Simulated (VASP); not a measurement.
VASP input:

POSCAR:
```
HgTe
1
    0.0000000000     3.2946000000     3.2946000000
    3.2946000000     0.0000000000     3.2946000000
    3.2946000000     3.2946000000     0.0000000000
Hg Te
1 1
Direct
  0.0000000000   0.0000000000   0.0000000000
  0.2500000000   0.2500000000   0.2500000000
```

INCAR:
```
SYSTEM = HgTe
PREC = Accurate
ENCUT = 400
EDIFF = 1E-6
NELM = 100
ALGO = Normal
LREAL = .FALSE.
LASPH = .TRUE.
ISMEAR = 0
SIGMA = 0.05
GGA = PE
LMAXMIX = 6
LWAVE = .FALSE.
LCHARG = .FALSE.
ISIF = 2
IBRION = 0
NSW = 3
TEBEG = 300
```

File KPOINTS:
```
Automatic mesh
0
Gamma
5 5 5
0 0 0
```

POTCAR, in this order: Hg Te (PBE.64 set). Program: vasp_std.

Task: Does this input run properly? What does VASP do?

Result: There is a fault: molecular dynamics (IBRION = 0) was asked for without POTIM. VASP stops with an error: Fatal error! IBRION=0, but no entry for POTIM on file INCAR. MUST be specified! ----> I REFUSE TO CONTINUE WITH THIS SICK JOB ... BYE!!! <----

### standard output
```
 POSCAR found type information on POSCAR HgTe
 POSCAR found :  2 types and       2 ions
 Reading from existing POTCAR

 -----------------------------------------------------------------------------
|                                                                             |
|     EEEEEEE  RRRRRR   RRRRRR   OOOOOOO  RRRRRR      ###     ###     ###     |
|     E        R     R  R     R  O     O  R     R     ###     ###     ###     |
|     E        R     R  R     R  O     O  R     R     ###     ###     ###     |
|     EEEEE    RRRRRR   RRRRRR   O     O  RRRRRR       #       #       #      |
|     E        R   R    R   R    O     O  R   R                               |
|     E        R    R   R    R   O     O  R    R      ###     ###     ###     |
|     EEEEEEE  R     R  R     R  OOOOOOO  R     R     ###     ###     ###     |
|                                                                             |
|     Fatal error! IBRION=0, but no entry for POTIM on file INCAR. MUST       |
|     be specified!                                                           |
|                                                                             |
|       ---->  I REFUSE TO CONTINUE WITH THIS SICK JOB ... BYE!!! <----       |
|                                                                             |
 -----------------------------------------------------------------------------
```

To mend it, set POTIM to the time step in fs (1 to 2 fs suits most solids). The plain static run on this cell (PBE GGA, plane waves, VASP's PBE PAW potentials (set 64)) converges, and its OSZICAR ends with
```
   1 F= -.36160249E+01 E0= -.36157164E+01  d E =-.617049E-03
```

The compound is HgTe in the zinc blende structure. The cell was not relaxed at this level.
